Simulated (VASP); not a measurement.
Given:

```yaml
crystal:
  lattice:
    - [0.00000, 2.95629, 2.95629]
    - [2.95629, 0.00000, 2.95629]
    - [2.95629, 2.95629, 0.00000]
  atoms:
    - { symbol: Cu, position: [0.00000, 0.00000, 0.00000] }
    - { symbol: I, position: [0.25000, 0.25000, 0.25000] }
```

Computed with AM05 GGA, VASP's PBE PAW potentials (set 64) (plane waves; VASP). Run with 520 eV cut-off, 8×8×8 Γ-centred mesh, Gaussian smearing of 0.050 eV, potentials Cu I.

Question: Give the stress tensor in GPa (positive for a compressed cell).

Answer: 
```
1.41  0.00  0.00
0.00  1.41  0.00
0.00  0.00  1.41
```
The pressure is its mean diagonal, 1.41 GPa.

The compound is CuI in the zinc blende structure. This cell is one point of a volume scan, at 0.97 of the reference volume.
